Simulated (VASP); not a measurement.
Calculation: PBE GGA, VASP's PBE PAW potentials (set 64) (plane waves; VASP).

Input for VASP

File KPOINTS:
```
Automatic mesh
0
gamma
 7 7 4
```

### INCAR
```
LASPH = .True.   ! aspherical one-centre terms
ENCUT = 300   ! plane-wave cut-off (eV)
EDIFF = 1E-6   ! SCF stop (eV)
ISIF = 2
NELM = 100   ! most electronic steps
ISMEAR = 0   ! Gaussian
GGA = PE
LCHARG = .False.
SIGMA = 0.272   ! width (eV)
LREAL = .False.
ALGO = Normal
LWAVE = .False.
SYSTEM = Mg
PREC = Accurate
```

POSCAR:
```
Mg
1
    1.5729000000    -2.7243430000     0.0000000000
    1.5729000000     2.7243430000     0.0000000000
    0.0000000000     0.0000000000     5.1058000000
Mg
2
Direct
  0.3418470000   0.6637930000   0.2499820000
  0.6581530000   0.3362070000   0.7500180000
```

POTCAR, in this order: Mg (PBE.64 set). Program: vasp_std.

Output

OUTCAR:
```
 ion  position               nearest neighbor table
   1  0.342  0.664  0.250-   2 3.10   2 3.10   2 3.14   2 3.14   2 3.16   2 3.16
   2  0.658  0.336  0.750-   1 3.10   1 3.10   1 3.14   1 3.14   1 3.16   1 3.16
  LATTYP: Found a hexagonal cell.
 ALAT       =     3.1458002466
 C/A-ratio  =     1.6230528323
 Subroutine PRICEL returns:
 Original cell was already a primitive cell.
 Subroutine GETGRP returns: Found  2 space group operations
The static configuration has the point symmetry S_2 .
The dynamic configuration has the point symmetry S_2 .
 Subroutine INISYM returns: Found  2 space group operations
 Subroutine IBZKPT returns following result:
 Found     99 irreducible k-points:

 Following reciprocal coordinates:
            Coordinates               Weight
  0.000000  0.000000  0.000000      1.000000
  0.142857  0.000000  0.000000      2.000000
  0.000000  0.142857  0.000000      2.000000
 -0.142857  0.142857  0.000000      2.000000
  0.285714  0.000000  0.000000      2.000000
  0.000000  0.285714  0.000000      2.000000
 -0.285714  0.285714  0.000000      2.000000
  0.428571 -0.000000  0.000000      2.000000
 -0.000000  0.428571  0.000000      2.000000
 -0.428571  0.428571  0.000000      2.000000
  0.142857  0.142857  0.000000      2.000000
 -0.142857  0.285714  0.000000      2.000000
 -0.285714  0.142857  0.000000      2.000000
  0.285714  0.142857  0.000000      2.000000
 -0.142857  0.428571  0.000000      2.000000
 -0.428571  0.285714  0.000000      2.000000
 -0.285714  0.428571  0.000000      2.000000
  0.142857  0.285714  0.000000      2.000000
  0.428571 -0.142857  0.000000      2.000000
  0.428571  0.142857  0.000000      2.000000
 -0.142857 -0.428571  0.000000      2.000000
  0.428571  0.428571  0.000000      2.000000
  0.285714  0.285714  0.000000      2.000000
 -0.285714 -0.428571  0.000000      2.000000
  0.428571  0.285714  0.000000      2.000000
  0.000000  0.000000  0.250000      2.000000
  0.142857  0.000000  0.250000      2.000000
  0.000000  0.142857  0.250000      2.000000
 -0.142857  0.142857  0.250000      2.000000
 -0.142857  0.000000  0.250000      2.000000
  0.000000 -0.142857  0.250000      2.000000
  0.142857 -0.142857  0.250000      2.000000
  0.285714  0.000000  0.250000      2.000000
  0.000000  0.285714  0.250000      2.000000
 -0.285714  0.285714  0.250000      2.000000
 -0.285714  0.000000  0.250000      2.000000
  0.000000 -0.285714  0.250000      2.000000
  0.285714 -0.285714  0.250000      2.000000
  0.428571 -0.000000  0.250000      2.000000
 -0.000000  0.428571  0.250000      2.000000
   k-points           NKPTS =     99   k-points in BZ     NKDIM =     99   number of bands    NBANDS=      6
   number of dos      NEDOS =    301   number of ions     NIONS =      2
   total plane-waves  NPLWV =   9720
   dimension x,y,z NGX =    18 NGY =   18 NGZ =   30
   dimension x,y,z NGXF=    36 NGYF=   36 NGZF=   60
   ions per type =               2
   PREC   = accura    normal or accurate (medium, high low for compatibility)
   ISTART =      0    job   : 0-new  1-cont  2-samecut
   ICHARG =      2    charge: 1-file 2-atom 10-const
   ISPIN  =      1    spin polarized calculation?
   LNONCOLLINEAR =      F non collinear calculations
   LSORBIT =      F    spin-orbit coupling
   INIWAV =      1    electr: 0-lowe 1-rand  2-diag
   ENCUT  =  300.0 eV  22.05 Ry    4.70 a.u.   4.44  4.44  7.21*2*pi/ulx,y,z
   NELM   =    100;   NELMIN=  2; NELMDL= -5     # of ELM steps
   EDIFF  = 0.1E-05   stopping-criterion for ELM
   LREAL  =      F    real-space projection
   NLSPLINE    = F    spline interpolate recip. space projectors
...
```

OSZICAR:
```
       N       E                     dE             d eps       ncg     rms          rms(c)
DAV:   1    -0.115187532860E+01   -0.11519E+01   -0.95310E+02  1200   0.304E+02
DAV:   2    -0.303639973027E+01   -0.18845E+01   -0.17875E+01  1620   0.223E+01
DAV:   3    -0.304645011201E+01   -0.10050E-01   -0.99603E-02  1536   0.226E+00
DAV:   4    -0.304648267253E+01   -0.32561E-04   -0.32417E-04  1662   0.102E-01
DAV:   5    -0.304648275538E+01   -0.82848E-07   -0.82617E-07  1584   0.432E-03    0.925E-01
DAV:   6    -0.303995072297E+01    0.65320E-02   -0.47311E-04  1500   0.217E-01    0.592E-01
DAV:   7    -0.303258651849E+01    0.73642E-02   -0.19119E-03  1278   0.385E-01    0.321E-02
DAV:   8    -0.303259525609E+01   -0.87376E-05   -0.15085E-05  1836   0.302E-02    0.657E-03
DAV:   9    -0.303259421372E+01    0.10424E-05   -0.10123E-06  1194   0.707E-03    0.605E-04
DAV:  10    -0.303259406319E+01    0.15054E-06   -0.12942E-08  1020   0.872E-04
   1 F= -.30325941E+01 E0= -.30175639E+01  d E =-.300604E-01
```

**OUTCAR**
```
------------------------ aborting loop because EDIFF is reached ----------------------------------------
  FORCE on cell =-STRESS in cart. coord.  units (eV):
  Direction    XX          YY          ZZ          XY          YZ          ZX
  --------------------------------------------------------------------------------------
  Total        0.2383776      0.3355574      1.0558457      0.0145574      0.0000487     -0.0000113
  in kB        8.7280928     12.2862897     38.6593306      0.5330147      0.0017827     -0.0004149
  external PRESSURE =      19.8912377 kB  Pullay stress =       0.0000000 kB
  volume of cell :       43.76
      direct lattice vectors                 reciprocal lattice vectors
     1.572900000 -2.724343000  0.000000000     0.317884163 -0.183530488  0.000000000
     1.572900000  2.724343000  0.000000000     0.317884163  0.183530488  0.000000000
     0.000000000  0.000000000  5.105800000     0.000000000  0.000000000  0.195855694
 POSITION                                       TOTAL-FORCE (eV/Angst)
 -----------------------------------------------------------------------------------
      1.58177      0.87709      1.27636        -0.011444      0.049091      0.000685
      1.56403     -0.87709      3.82944         0.011444     -0.049091     -0.000685
 -----------------------------------------------------------------------------------
    total drift:                               -0.000000     -0.000000     -0.000000
  FREE ENERGIE OF THE ION-ELECTRON SYSTEM (eV)
  ---------------------------------------------------
  free  energy   TOTEN  =        -3.0325940632 eV

  energy  without entropy=       -3.0025336753  energy(sigma->0) =       -3.01756387
```
(Selected blocks of OUTCAR.)

The structure is a typed Mg crystal. The cell was not relaxed at this level, and its volume differs by -5.9 % from the start's. The k-mesh is coarse (spacing up to 0.33 per Å, 2π included), so the numbers may not be converged in it.
